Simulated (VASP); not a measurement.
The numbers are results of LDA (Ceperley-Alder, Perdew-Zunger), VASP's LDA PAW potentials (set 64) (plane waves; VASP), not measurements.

A VASP calculation is set up with these files.

File KPOINTS:
```
Automatic mesh
0
G
 6 6 6
0 0 0
```

### INCAR
```
SYSTEM = SrCl2
PREC = Accurate
ENCUT = 500
EDIFF = 1E-6
NELM = 100
ALGO = Normal
LREAL = .FALSE.
LASPH = .TRUE.
ISMEAR = 0
SIGMA = 0.05
LMAXMIX = 4
LWAVE = .FALSE.
LCHARG = .FALSE.
IBRION = 2
ISIF = 3
NSW = 40
EDIFFG = -0.02
PSTRESS = 300
```

### POSCAR
```
SrCl2
1.0
  0.0000000000   3.1272657848   3.1272657848
  3.1272657848   0.0000000000   3.1272657848
  3.1272657848   3.1272657848   0.0000000000
Sr Cl
1 2
Cartesian
  0.0000000000   0.0000000000   0.0000000000
  1.5636328924   1.5636328924   1.5636328924
  4.6908986772   4.6908986772   4.6908986772
```

POTCAR, in this order: Sr_sv Cl (LDA.64 set). Program: vasp_std.

What VASP printed:

OUTCAR:
```
 ion  position               nearest neighbor table
   1  0.000  0.000  0.000-   3 2.71   3 2.71   3 2.71   2 2.71   3 2.71   2 2.71   2 2.71   2 2.71
  LATTYP: Found a face centered cubic cell.
 ALAT       =     6.2545315696
 Subroutine PRICEL returns:
 Original cell was already a primitive cell.
 Subroutine GETGRP returns: Found 48 space group operations
The static configuration has the point symmetry O_h .
The dynamic configuration has the point symmetry O_h .
 Subroutine INISYM returns: Found 48 space group operations
 Subroutine IBZKPT returns following result:
 Found     16 irreducible k-points:

 Following reciprocal coordinates:
            Coordinates               Weight
  0.000000  0.000000  0.000000      1.000000
  0.166667  0.000000  0.000000      8.000000
  0.333333  0.000000  0.000000      8.000000
  0.500000  0.000000  0.000000      4.000000
  0.166667  0.166667  0.000000      6.000000
  0.333333  0.166667  0.000000     24.000000
  0.500000  0.166667  0.000000     24.000000
 -0.333333  0.166667  0.000000     24.000000
 -0.166667  0.166667  0.000000     12.000000
  0.333333  0.333333  0.000000      6.000000
  0.500000  0.333333  0.000000     24.000000
 -0.333333  0.333333  0.000000     12.000000
  0.500000  0.500000  0.000000      3.000000
  0.500000  0.333333  0.166667     24.000000
 -0.333333  0.333333  0.166667     24.000000
 -0.333333  0.500000  0.166667     12.000000
   k-points           NKPTS =     16   k-points in BZ     NKDIM =     16   number of bands    NBANDS=     16
   number of dos      NEDOS =    301   number of ions     NIONS =      3
   total plane-waves  NPLWV =  32768
   dimension x,y,z NGX =    32 NGY =   32 NGZ =   32
   dimension x,y,z NGXF=    64 NGYF=   64 NGZF=   64
   ions per type =               1   2
   PREC   = accura    normal or accurate (medium, high low for compatibility)
   ISTART =      0    job   : 0-new  1-cont  2-samecut
   ICHARG =      2    charge: 1-file 2-atom 10-const
...
```

**OSZICAR**
```
       N       E                     dE             d eps       ncg     rms          rms(c)
DAV:   1     0.150708022372E+03    0.15071E+03   -0.12301E+04   512   0.137E+03
DAV:   2    -0.653148882362E+01   -0.15724E+03   -0.15376E+03   696   0.260E+02
DAV:   3    -0.132916234002E+02   -0.67601E+01   -0.67555E+01   712   0.595E+01
DAV:   4    -0.135436319712E+02   -0.25201E+00   -0.25198E+00   888   0.883E+00
DAV:   5    -0.135463632967E+02   -0.27313E-02   -0.27313E-02   712   0.852E-01    0.304E+01
DAV:   6    -0.132542310730E+02    0.29213E+00   -0.51926E-01   624   0.421E+00    0.187E+01
DAV:   7    -0.132022391914E+02    0.51992E-01   -0.38650E-01   568   0.399E+00    0.116E+00
DAV:   8    -0.131930221412E+02    0.92171E-02   -0.65672E-02   616   0.157E+00    0.411E-01
DAV:   9    -0.131933084514E+02   -0.28631E-03   -0.18986E-03   712   0.363E-01    0.207E-01
DAV:  10    -0.131933872163E+02   -0.78765E-04   -0.13822E-04   872   0.707E-02    0.496E-02
DAV:  11    -0.131934041728E+02   -0.16956E-04   -0.22623E-05   632   0.396E-02    0.104E-02
DAV:  12    -0.131934040803E+02    0.92467E-07   -0.32235E-06   744   0.134E-02
   1 F= -.17399877E+01 E0= -.17399877E+01  d E =-.173999E+01
       N       E                     dE             d eps       ncg     rms          rms(c)
DAV:   1    -0.157498757486E+02   -0.25565E+01   -0.12064E+02   584   0.905E+01    0.418E+01
DAV:   2    -0.117474529944E+02    0.40024E+01   -0.76078E+00   536   0.213E+01    0.935E+00
DAV:   3    -0.108894547236E+02    0.85800E+00   -0.28173E+00   840   0.109E+01    0.379E+00
DAV:   4    -0.108940777934E+02   -0.46231E-02   -0.28011E-01   832   0.317E+00    0.218E+00
DAV:   5    -0.109231312102E+02   -0.29053E-01   -0.61882E-02   880   0.119E+00    0.552E-01
DAV:   6    -0.109255746982E+02   -0.24435E-02   -0.40378E-03   800   0.476E-01    0.207E-01
DAV:   7    -0.109255428395E+02    0.31859E-04   -0.36310E-04   616   0.173E-01    0.420E-02
DAV:   8    -0.109255473991E+02   -0.45596E-05   -0.12453E-05   760   0.298E-02    0.362E-02
DAV:   9    -0.109255475125E+02   -0.11340E-06   -0.53573E-06   752   0.140E-02
   2 F= -.14637122E+01 E0= -.14637122E+01  d E =0.276276E+00
       N       E                     dE             d eps       ncg     rms          rms(c)
DAV:   1    -0.142478858112E+02   -0.33223E+01   -0.42970E+01   584   0.520E+01    0.168E+01
DAV:   2    -0.129583618167E+02    0.12895E+01   -0.39644E+00   680   0.142E+01    0.871E+00
DAV:   3    -0.125852941200E+02    0.37307E+00   -0.70243E-01   856   0.587E+00    0.689E+00
DAV:   4    -0.125568123173E+02    0.28482E-01   -0.19178E-01   816   0.271E+00    0.313E+00
DAV:   5    -0.125645612563E+02   -0.77489E-02   -0.50451E-02   888   0.118E+00    0.690E-01
DAV:   6    -0.125638457972E+02    0.71546E-03   -0.20589E-03   744   0.403E-01    0.245E-01
DAV:   7    -0.125638591600E+02   -0.13363E-04   -0.52242E-04   776   0.159E-01    0.585E-02
DAV:   8    -0.125638541514E+02    0.50085E-05   -0.27933E-05   632   0.493E-02    0.256E-02
DAV:   9    -0.125638555811E+02   -0.14297E-05   -0.55329E-06   584   0.198E-02    0.163E-02
DAV:  10    -0.125638555911E+02   -0.99635E-08   -0.40403E-07   272   0.524E-03
   3 F= -.18805517E+01 E0= -.18805517E+01  d E =-.140564E+00
       N       E                     dE             d eps       ncg     rms          rms(c)
DAV:   1    -0.125401430431E+02    0.23713E-01   -0.16467E-02   616   0.102E+00    0.308E-01
DAV:   2    -0.125396063676E+02    0.53668E-03   -0.12859E-03   624   0.268E-01    0.126E-01
DAV:   3    -0.125394703946E+02    0.13597E-03   -0.43476E-04   776   0.145E-01    0.671E-02
DAV:   4    -0.125394749708E+02   -0.45762E-05   -0.40540E-05   856   0.347E-02    0.377E-02
DAV:   5    -0.125394787195E+02   -0.37487E-05   -0.77671E-06   872   0.132E-02    0.358E-03
DAV:   6    -0.125394786620E+02    0.57478E-07   -0.22214E-07   288   0.439E-03
   4 F= -.18807270E+01 E0= -.18807270E+01  d E =-.140739E+00
```

### OUTCAR
```
------------------------ aborting loop because EDIFF is reached ----------------------------------------
  FORCE on cell =-STRESS in cart. coord.  units (eV):
  Direction    XX          YY          ZZ          XY          YZ          ZX
  --------------------------------------------------------------------------------------
  Total       10.6467793     10.6467793     10.6467793      0.0000000      0.0000000      0.0000000
  in kB      299.6630289    299.6630289    299.6630289      0.0000000      0.0000000      0.0000000
  external PRESSURE =      -0.3369711 kB  Pullay stress =     300.0000000 kB
  volume of cell :       56.92
      direct lattice vectors                 reciprocal lattice vectors
     0.000000000  3.053199795  3.053199795    -0.163762621  0.163762621  0.163762621
     3.053199795  0.000000000  3.053199795     0.163762621 -0.163762621  0.163762621
     3.053199795  3.053199795 -0.000000000     0.163762621  0.163762621 -0.163762621
 POSITION                                       TOTAL-FORCE (eV/Angst)
 -----------------------------------------------------------------------------------
      0.00000      3.05320      3.05320         0.000000      0.000000      0.000000
      1.52660      1.52660      1.52660        -0.000000     -0.000000     -0.000000
      4.57980      4.57980      4.57980         0.000000      0.000000      0.000000
 -----------------------------------------------------------------------------------
    total drift:                               -0.000000     -0.000000      0.000000
  FREE ENERGIE OF THE ION-ELECTRON SYSTEM (eV)
  ---------------------------------------------------
  free  energy   TOTEN  =       -12.5394786620 eV

  energy  without entropy=      -12.5394786620  energy(sigma->0) =      -12.53947866
  enthalpy is  TOTEN    =        -1.8807270496 eV   P V=       10.6587516124

 reached required accuracy - stopping structural energy minimisation
```
(Selected blocks of OUTCAR.)

File CONTCAR:
```
SrCl2
   1.00000000000000
     0.0000000000000000    3.0531997951200420    3.0531997951200420
     3.0531997951200420    0.0000000000000000    3.0531997951200420
     3.0531997951200420    3.0531997951200420   -0.0000000000000000
  Sr              Cl
     1     2
Direct
     1.0000000000000000    0.0000000000000000    0.0000000000000000
     0.2500000000000000    0.2500000000000000    0.2500000000000000
     0.7500000000000000    0.7500000000000000    0.7500000000000000
```

Energy and stress use the plane-wave basis of the starting cell.

The compound is SrCl2 in the fluorite structure. This run relaxes it under an external pressure of 30 GPa. Symmetry was kept, so distortions that lower it aren't found.
